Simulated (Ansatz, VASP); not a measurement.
**SiB in two plane-wave programs**

One calculation is typed for both programs; each brings its own data sets and cutoff. How far apart do they land? The cell is invented: As first built, before any earlier steps moved the atoms (in the runner's words): it takes the HfB structure with some of its atoms replaced by other elements, volume scaled by an estimate. It may not be a known or stable phase. The cell is taken from a series of VASP runs on this material, whose earlier steps may have relaxed, scaled or displaced it; both programs get it as it stands.

Method: plane waves, with VASP 6.6.1 beside it; band structure at PBE, band structure at LDA and band structure at PBEsol, in Ansatz 0.2.0.

**1. Set-up**

It takes space group Fm-3m (No. 225, cubic). Conventional cell: a = 4.321 Å, b = 4.321 Å, c = 4.321 Å, α = 90.00°, β = 90.00°, γ = 90.00°. Nearest to Si lie 6 B at 2.16 Å. Nearest to B lie 6 Si at 2.16 Å. As first built, before any earlier steps moved the atoms (in the runner's words): sites of the HfB structure (space group 225) filled with other elements, volume scaled by an estimate. Farther neighbours are not listed.

As a file:

```cif
data_structure
_symmetry_space_group_name_H-M 'Fm-3m'
_symmetry_Int_Tables_number 225
_cell_length_a 4.3213
_cell_length_b 4.3213
_cell_length_c 4.3213
_cell_angle_alpha 90.000
_cell_angle_beta 90.000
_cell_angle_gamma 90.000
_cell_volume 80.70
loop_
_atom_site_label
_atom_site_type_symbol
_atom_site_symmetry_multiplicity
_atom_site_Wyckoff_symbol
_atom_site_fract_x
_atom_site_fract_y
_atom_site_fract_z
_atom_site_occupancy
Si1 Si 4 b 0.50000 0.00000 0.00000 1
B1 B 4 a 0.00000 0.00000 0.00000 1
```

**2. Ansatz: band structure, PBE**

Ansatz runs on its default PAW (the set named soft_2) files.

With cell and atoms fixed, the geometry can't cause a difference; cores, projectors, grids and the points listed under the comparison can.

The input, input.yaml:

```yaml
crystal:
  lattice:
    - [0.0, 2.1606624327, 2.1606624327]
    - [2.1606624327, 0.0, 2.1606624327]
    - [2.1606624327, 2.1606624327, 0.0]
  atoms:
    - { symbol: Si, position: [0.5, 0.5, 0.5] }
    - { symbol: B, position: [0.0, 0.0, 0.0] }
hamiltonian:
  xc: pbe
  pseudopotentials: { kind: paw }
kpoints:
  mp_grid: { grid: [6, 6, 6] }
  band_path:
    path:
      - [0.0, 0.0, 0.0]
      - [0.16667, 0.0, 0.16667]
      - [0.33333, 0.0, 0.33333]
      - [0.5, 0.0, 0.5]
      - [0.5, 0.08333, 0.58333]
      - [0.5, 0.18333, 0.68333]
      - [0.5, 0.25, 0.75]
      - [0.45, 0.3, 0.75]
      - [0.40833, 0.34167, 0.75]
      - [0.35, 0.35, 0.7]
      - [0.225, 0.225, 0.45]
      - [0.075, 0.075, 0.15]
      - [0.03333, 0.03333, 0.03333]
      - [0.23333, 0.23333, 0.23333]
      - [0.4, 0.4, 0.4]
      - [0.51667, 0.46667, 0.51667]
      - [0.55833, 0.38333, 0.55833]
      - [0.60833, 0.28333, 0.60833]
      - [0.60833, 0.25, 0.64167]
      - [0.55833, 0.25, 0.69167]
      - [0.51667, 0.25, 0.73333]
      - [0.5, 0.3, 0.7]
      - [0.5, 0.38333, 0.61667]
      - [0.5, 0.48333, 0.51667]
      - [0.475, 0.475, 0.55]
      - [0.425, 0.425, 0.65]
      - [0.38333, 0.38333, 0.73333]
      - [0.59167, 0.18333, 0.59167]
      - [0.55, 0.1, 0.55]
      - [0.5, 0.0, 0.5]
    npoints: 1
scf:
  occupations: { method: gaussian, width: 0.02 }
  n_extra_bands: 7
output:
  forces: true
  stress: true
  eigenvalues: true
  write_density: true
  write_potential: true
  elf: true
  volumetric_format: npy
```

On the command line:

```bash
$ ansatz run input.yaml --threads 2 --pin off --max-ram 4608MiB --backend cpu --events-out ev --progress --plain --runs-dir out
```

Numbers of over 12 decimals in the logs are rounded to 6 here.

The program printed:

```text
scf.n_extra_bands = 7 over 4 filled bands (N_el = 7.0): the run solves 11 bands
Engine: ansatz 0.2.0, aarch64-unknown-linux-gnu
Pseudopotentials: kind: paw
Pseudopotential: Si, paw, valence charge 4, recommended cutoff 420 eV (normal), Si.paw.azcp
Pseudopotential: B, paw, valence charge 3, recommended cutoff 420 eV (normal), B.paw.azcp
Functional definition: PBE
  parameter kappa = 0.804
  parameter beta = 0.066725
  exchange = pbe_x(kappa = kappa, mu = beta*pi^2/3)
  correlation = pbe_c(beta = beta)
Crystal: 2 atoms, lattice volume = 20.174 Å³
Basis set: ecut = 420 eV, 411 PW (Γ), exchange–correlation on 48×48×48 points (8 copies of the dense FFT grid, shifted against one another)
Bands: 11, of which v1, the nominal top of the filled ones, is band 4 counted from 1 (3 counted from 0)
Symmetry: 48 space group operations
Space group: Fm-3m (ITA 225), of the structure as read, at distance tolerance 2.7e-5 Å
k-points: 16 of 216
Non-local potential: Si, projectors of the file, l = 0: 2, l = 1: 2, l = 2: 2
Non-local potential: B, projectors of the file, l = 0: 2, l = 1: 2, l = 2: 1
PAW form: soft (Blöchl's): semilocal exchange-correlation on the pseudo side does not see the compensation charge
PAW one-centre angular grid: Si, 110 points (default); XC on 64 Gauss nodes
PAW one-centre angular grid: B, 110 points (default); XC on 64 Gauss nodes
Initial density: superposition of atomic densities (neutral atoms: chi_scale 0, normalization atom), corrected by the library's trained network
Initial wavefunctions: pseudopotential atomic-orbital guess
Functional: x = pbe(κ = 0.804, μ = 0.219515), c = pbe(β = 0.066725)
SCF iter   1: F=—  HF=-790.590674 eV  |F-HF|=—  |Δ(HF+E_count)|=         —  Δρ=6.10e-3  dr2=8.96e-3  ethr=1.77e-3  ⟨swp⟩=5.8  Hψ=1201  notcnv=0
preconditioner: auto → none  [insulator: Δε(μ)=0.199 eV  Ē_g=16.236 eV  σ=0.020 eV  W_gap=0.83  n_scr=0 (ndim 8)  ℏωp=21.9 eV  f_vac=0.000  D(μ)=1.96/eV (n_scr^D=26)  ε∞_Penn≈2.8]
SCF iter   2: F=—  HF=-790.587816 eV  |F-HF|=—  |Δ(HF+E_count)|=   2.86e-3  Δρ=1.13e-3  dr2=1.39e-4  ethr=1.28e-4  ⟨swp⟩=2.0  Hψ=394  notcnv=0  defer=30
SCF iter   3: F=—  HF=-790.587845 eV  |F-HF|=—  |Δ(HF+E_count)|=   2.91e-5  Δρ=5.54e-4  dr2=2.83e-5  ethr=1.98e-6  ⟨swp⟩=1.2  Hψ=153  notcnv=0  defer=32
SCF iter   4: F=—  HF=-790.587855 eV  |F-HF|=—  |Δ(HF+E_count)|=   1.02e-5  Δρ=3.07e-5  dr2=6.35e-8  ethr=4.05e-7  ⟨swp⟩=2.0  Hψ=196  notcnv=0  defer=32
iter 5 did not close the SCF: its close was put off for the readings that it lacked (scf_convergence_deferred on its scf_iter line)
SCF iter   5: F=-790.587855 eV  HF=-790.587855 eV  |F-HF|=4.80e-10  |Δ(HF+E_count)|=   8.12e-8  Δρ=2.68e-6  dr2=8.56e-10  ethr=9.07e-10  ⟨swp⟩=2.2  Hψ=198  notcnv=0  defer=32
SCF iter   6: F=-790.587855 eV  HF=-790.587855 eV  |F-HF|=5.68e-12  |Δ(HF+E_count)|=  5.94e-10  Δρ=4.74e-7  dr2=1.31e-11  ethr=1.22e-11  ⟨swp⟩=7.1  Hψ=818  notcnv=0
SCF 1 converged in 6 iterations: F = -790.587855 eV  dr2 = 1.31e-11
  greatest PAW one-centre occupation: 0.611 electrons in one spin orbital (limit 2), on the Si atom at site 0 (counted from 0), in its partial waves of l = 0
NSCF: frozen V_eff on 30 k-points
SCF converged after 6 iterations
Free energy (F): -790.587855 eV
Harris-Foulkes:  -790.587855 eV  (|F-HF|=5.68e-12)
Internal energy: -790.587463 eV  (E = F + TS)
E sigma→0 (E₀):  -790.587659 eV
Entropy (-TS):   -0.000393 eV (-0.196 meV/atom)
Fermi energy:    11.017327 eV
--- Per-component energies (eV) ---
  E_band       = 35.818766
  E_kinetic    = 90.851709
  E_local      = -7.791808  (includes V_loc(G=0)·N_el)
  E_nonlocal   = 36.673697
  E_hartree    = 3.718420
  E_xc         = -88.299984
  E_vxc        = -86.340379  (∫ρ·V_xc dr)
  E_paw        = -591.191972  (= ΣΔE_a)
  E_vpaw       = -5.011298  (= ΣTr[D̂ρ^β])
  E_aug_tail   = 0.000003  (compensation charges beyond the density's cutoff)
  E_ewald      = -234.547527
  E_smearing   = -0.000393  (= −TS)
  E_closure    = -0.000000  (closes the sum)
  Σ components = -790.587855   (vs F -790.587855, Δ=0.00e0)
--- Forces (eV/Å), atoms counted from 1 ---
  atom   1  Si     0.00000000    -0.00000000     0.00000000
  atom   2  B     -0.00000000     0.00000000    -0.00000000
  max |Σ_I F_I| component: 9.86e-32 eV/Å
--- Stress (GPa, compression-positive) ---
        0.106019       0.000000      -0.000000
        0.000000       0.106019      -0.000000
        0.000000      -0.000000       0.106019
  P = ⅓ Tr σ = 0.1060 GPa (1.060 kbar)
--- Band table (eV; the first three rows and the last of 16) ---
  k-point 0: bands = [-4.1183, 12.7380, 12.7380, 12.7380, 19.5140, 19.5140, 19.5140, 21.1769, ... 3 higher]
  k-point 1: bands = [-3.5135, 9.8113, 12.4290, 12.4290, 18.9978, 18.9978, 19.1652, 21.0503, ... 3 higher]
  k-point 2: bands = [-1.7138, 5.2198, 12.1085, 12.1085, 16.3508, 16.3508, 18.7749, 20.1199, ... 3 higher]
  k-point 15: bands = [3.5877, 3.9513, 5.7451, 6.1619, 14.4273, 17.7031, 20.6203, 24.3859, ... 3 higher]
```

It took 0.95 s on 2 threads of Arm Neoverse N1, shared host; peak memory 0.25 GiB.

**3. VASP: band structure, PBE**

The same cell, functional, mesh and smearing now go to VASP, with its own data sets and cutoff.

Lines of VASP's logs that name or quote its potential files are left out, and so is its time.

The input, INCAR:

```
SYSTEM = SiB
PREC = Accurate
ENCUT = 420
EDIFF = 1E-06
NELM = 100
ISMEAR = 0
SIGMA = 0.02
LREAL = .FALSE.
ALGO = Normal
GGA = PE
NBANDS = 15
LORBIT = 11
LWAVE = .FALSE.
LCHARG = .FALSE.
KPAR = 4
```

The input, POSCAR:

```
SiB
1.0
    0.0000000000      2.1606624327      2.1606624327
    2.1606624327      0.0000000000      2.1606624327
    2.1606624327      2.1606624327      0.0000000000
Si B
1 1
Direct
    0.5000000000      0.5000000000      0.5000000000
    0.0000000000      0.0000000000      0.0000000000
```

The input, KPOINTS:

```
Automatic mesh
0
Gamma
6 6 6
0 0 0
```

The input, KPOINTS_OPT:

```
Line mode
16
Line-mode
Reciprocal
  0.00000000   0.00000000   0.00000000 GAMMA
  0.50000000   0.00000000   0.50000000 X

  0.50000000   0.00000000   0.50000000 X
  0.50000000   0.25000000   0.75000000 W

  0.50000000   0.25000000   0.75000000 W
  0.37500000   0.37500000   0.75000000 K

  0.37500000   0.37500000   0.75000000 K
  0.00000000   0.00000000   0.00000000 GAMMA

  0.00000000   0.00000000   0.00000000 GAMMA
  0.50000000   0.50000000   0.50000000 L

  0.50000000   0.50000000   0.50000000 L
  0.62500000   0.25000000   0.62500000 U

  0.62500000   0.25000000   0.62500000 U
  0.50000000   0.25000000   0.75000000 W

  0.50000000   0.25000000   0.75000000 W
  0.50000000   0.50000000   0.50000000 L

  0.50000000   0.50000000   0.50000000 L
  0.37500000   0.37500000   0.75000000 K

  0.62500000   0.25000000   0.62500000 U
  0.50000000   0.00000000   0.50000000 X
```

PAW data sets: Si and B (PBE family, release 64).

On the command line:

```bash
$ mpirun -np 4 vasp_std
```

The program printed:

```text
[banner, memory and clock lines left out]
running    4 mpi-ranks, on    1 nodes
 distrk:  each k-point on    1 cores,    4 groups
 distr:  one band on    1 cores,    1 groups

 POSCAR found type information on POSCAR SiB
 POSCAR found :  2 types and       2 ions
 LDA part: xc-table for (Slater+PW92), standard interpolation
 POSCAR, INCAR and KPOINTS ok, starting setup
 FFT: planning ... GRIDC
 FFT: planning ... GRID_SOFT
 FFT: planning ... GRID
 WAVECAR not read
 entering main loop
       N       E                     dE             d eps       ncg     rms          rms(c)
DAV:   1     0.177731119989E+01    0.17773E+01   -0.27426E+03   487   0.330E+02
DAV:   2    -0.110838871948E+02   -0.12861E+02   -0.12471E+02   641   0.710E+01
DAV:   3    -0.113642860687E+02   -0.28040E+00   -0.27839E+00   543   0.715E+00
DAV:   4    -0.113646527674E+02   -0.36670E-03   -0.36669E-03   620   0.358E-01
DAV:   5    -0.113646533028E+02   -0.53537E-06   -0.53373E-06   522   0.128E-02    0.502E+00
DAV:   6    -0.110175106173E+02    0.34714E+00   -0.65970E-01   508   0.265E+00    0.246E+00
DAV:   7    -0.109880146654E+02    0.29496E-01   -0.11955E-01   585   0.121E+00    0.759E-01
DAV:   8    -0.109881178475E+02   -0.10318E-03   -0.15187E-03   578   0.245E-01    0.128E-01
DAV:   9    -0.109881947524E+02   -0.76905E-04   -0.14486E-04   585   0.632E-02    0.568E-02
DAV:  10    -0.109881977149E+02   -0.29624E-05   -0.40172E-06   550   0.105E-02    0.132E-02
DAV:  11    -0.109881972668E+02    0.44808E-06   -0.82104E-07   359   0.365E-03
   1 F= -.10988197E+02 E0= -.10988001E+02  d E =-.392603E-03
 Start KPOINTS_OPT (optional k-point list driver)
k-point batch [1-16\160]
       N       E                     dE             ncg
DAV:   1     0.678998447917E+03   -0.17041E+04      480
DAV:   2     0.491430693615E+03   -0.18757E+03      613
DAV:   3     0.487140146465E+03   -0.42905E+01      557
DAV:   4     0.487134887471E+03   -0.52590E-02      557
DAV:   5     0.487134877830E+03   -0.96407E-05      564
DAV:   6     0.487134877808E+03   -0.22416E-07      486
[...]
k-point batch [145-160\160]
       N       E                     dE             ncg
DAV:   1     0.527647565996E+03   -0.37484E+04      480
DAV:   2     0.325634782321E+03   -0.20201E+03      649
DAV:   3     0.322544144101E+03   -0.30906E+01      634
DAV:   4     0.322540312469E+03   -0.38316E-02      585
DAV:   5     0.322540306034E+03   -0.64349E-05      634
DAV:   6     0.322540306018E+03   -0.15449E-07      606
```

From OUTCAR (step 3):

```text
ion  position               nearest neighbor table
   1  0.500  0.500  0.500-   2 2.16   2 2.16   2 2.16   2 2.16   2 2.16   2 2.16
   2  0.000  0.000  0.000-   1 2.16   1 2.16   1 2.16   1 2.16   1 2.16   1 2.16

  LATTYP: Found a face centered cubic cell.
 ALAT       =     4.3213248654

 Subroutine GETGRP returns: Found 48 space group operations
 (whereof 48 operations were pure point group operations)

The static configuration has the point symmetry O_h .

 Found     16 irreducible k-points:

   k-points           NKPTS =     16   k-points in BZ     NKDIM =     16   number of bands    NBANDS=     15

   dimension x,y,z NGX =    20 NGY =   20 NGZ =   20
   dimension x,y,z NGXF=    40 NGYF=   40 NGZF=   40

   ENCUT  =  420.0 eV  30.87 Ry    5.56 a.u.   5.11  5.11  5.11*2*pi/ulx,y,z

   NELECT =       7.0000    total number of electrons

 k-points in reciprocal lattice and weights: Automatic mesh
   0.00000000  0.00000000  0.00000000       0.005
   0.16666667  0.00000000  0.00000000       0.037
   0.33333333  0.00000000  0.00000000       0.037
   0.50000000  0.00000000  0.00000000       0.019
   0.16666667  0.16666667  0.00000000       0.028
   0.33333333  0.16666667  0.00000000       0.111
   0.50000000  0.16666667  0.00000000       0.111
  -0.33333333  0.16666667  0.00000000       0.111
  -0.16666667  0.16666667  0.00000000       0.056
[...]
-0.33333333  0.33333333  0.16666667       0.111
  -0.33333333  0.50000000  0.16666667       0.056

 average (electrostatic) potential at core
       1 -80.2278       2 -23.0446

 E-fermi :   9.4788

 k-point     1 :       0.0000    0.0000    0.0000
  band No.  band energies     occupation
      1      -5.6592      2.00000
      2      11.2016      0.00000
      3      11.2016      0.00000
      4      11.2016      0.00000
      5      17.9825      0.00000
      6      17.9825      0.00000
    ...

 k-point     2 :       0.1667    0.0000    0.0000
  band No.  band energies     occupation
      1      -5.0545      2.00000
      2       8.2727      2.00000
      3      10.8916      0.00000
      4      10.8916      0.00000
      5      17.4586      0.00000
      6      17.4586      0.00000
      7      17.6351      0.00000
    ...

 k-point     3 :       0.3333    0.0000    0.0000
  band No.  band energies     occupation
      1      -3.2549      2.00000
      2       3.6796      2.00000
      3      10.5704      0.00000
      4      10.5704      0.00000
      5      14.8078      0.00000
      6      14.8078      0.00000
      7      17.2449      0.00000
    ...

  Total        0.0106514      0.0106514      0.0106514      0.0000000      0.0000000      0.0000000
  in kB        0.8459181      0.8459181      0.8459181      0.0000000      0.0000000      0.0000000
  external PRESSURE =       0.8459181 kB  Pullay stress =       0.0000000 kB

  energy-cutoff  :      420.00
  volume of cell :       20.17
      direct lattice vectors                 reciprocal lattice vectors
     0.000000000  2.160662433  2.160662433    -0.231410512  0.231410512  0.231410512
     2.160662433  0.000000000  2.160662433     0.231410512 -0.231410512  0.231410512
     2.160662433  2.160662433  0.000000000     0.231410512  0.231410512 -0.231410512

 POSITION                                       TOTAL-FORCE (eV/Angst)
 -----------------------------------------------------------------------------------
      2.16066      2.16066      2.16066        -0.000000      0.000000     -0.000000
      0.00000      0.00000      0.00000         0.000000     -0.000000      0.000000
 -----------------------------------------------------------------------------------
    total drift:                                0.000000     -0.000000     -0.000000

  FREE ENERGIE OF THE ION-ELECTRON SYSTEM (eV)
  ---------------------------------------------------
  free  energy   TOTEN  =       -10.9881972668 eV

  energy  without entropy=      -10.9878046639  energy(sigma->0) =      -10.98800097

 total charge
# of ion       s       p       d       tot
------------------------------------------
    1        0.723   0.866   0.000   1.589
    2        0.708   1.157   0.000   1.865
--------------------------------------------------
tot          1.430   2.024   0.000   3.454

[... 3 further parts left out ...]
```

The run ends at a pressure of 0.08 GPa.

**4. Differences**

Known differences besides the potentials themselves: VASP leaves aspherical gradient terms in its spheres out (LASPH is not set), Ansatz keeps them. Total energies have different zeros and are not compared.

Compared:

| quantity | Ansatz | VASP | difference |
| --- | --- | --- | --- |
| pressure (GPa) | 0.11 | 0.08 | +0.02 |
| pressure without Ansatz's Pulay correction (GPa) | -0.02 | 0.08 | -0.11 |

Levels from 3 eV below to 2 eV above the Fermi level differ by 1 meV r.m.s. and 3 meV at most; each VASP level is matched to the nearest of Ansatz, which flatters the figure a little. Ansatz's pressure holds a Pulay correction of 0.13 GPa; VASP's holds none.

**5. Ansatz: band structure, LDA**

With cell and atoms fixed, the geometry can't cause a difference; cores, projectors, grids and the points listed under the comparison can.

The cell is taken from a series of VASP runs on this material, whose earlier steps may have relaxed, scaled or displaced it; both programs get it as it stands.

Changes to input.yaml since step 2:

```diff
@@ -9,3 +9,3 @@
 hamiltonian:
-  xc: pbe
+  xc: lda
   pseudopotentials: { kind: paw }
```

On the command line:

```bash
$ ansatz run input.yaml --threads 2 --pin off --max-ram 4608MiB --backend cpu --events-out ev --progress --plain --runs-dir out
```

The program printed:

```text
[...]
Crystal: 2 atoms, lattice volume = 20.174 Å³
Basis set: ecut = 420 eV, 411 PW (Γ)
Bands: 11, of which v1, the nominal top of the filled ones, is band 4 counted from 1 (3 counted from 0)
Symmetry: 48 space group operations
[...]
k-points: 16 of 216
[...]
--- Band table (eV; the first three rows and the last of 16) ---
  k-point 0: bands = [-4.2439, 12.4817, 12.4817, 12.4817, 19.3446, 19.3446, 19.3446, 20.9361, ... 3 higher]
  k-point 1: bands = [-3.6418, 9.6049, 12.1845, 12.1845, 18.7309, 18.7309, 18.9803, 20.8533, ... 3 higher]
  k-point 2: bands = [-1.8506, 5.0525, 11.8784, 11.8784, 16.0939, 16.0939, 18.5860, 19.8118, ... 3 higher]
  k-point 15: bands = [3.4516, 3.7711, 5.5720, 5.9721, 14.1732, 17.5072, 20.3169, 24.1188, ... 3 higher]
[key lines of the parts left out:]
SCF converged after 6 iterations
Free energy (F): -757.370555 eV
Fermi energy:    10.788297 eV
P = ⅓ Tr σ = -5.8846 GPa (-58.846 kbar)
```

The job ended after 0.94 s (2 threads; peak memory 0.24 GiB).

[end of part 1 of 2]

[Lines on the potential files, build, host, timing and source positions are cut from VASP's logs without a mark.]

[Logs are printed without paths, hosts, clocks, repeated set-up lines and the standing remarks that a program may print on its own settings, such as how far it seeks lower states.]

[Hosts, paths, dates, database ids (printed as entryN), source tags and the programs' standing remarks are cut or masked in the printed files.]
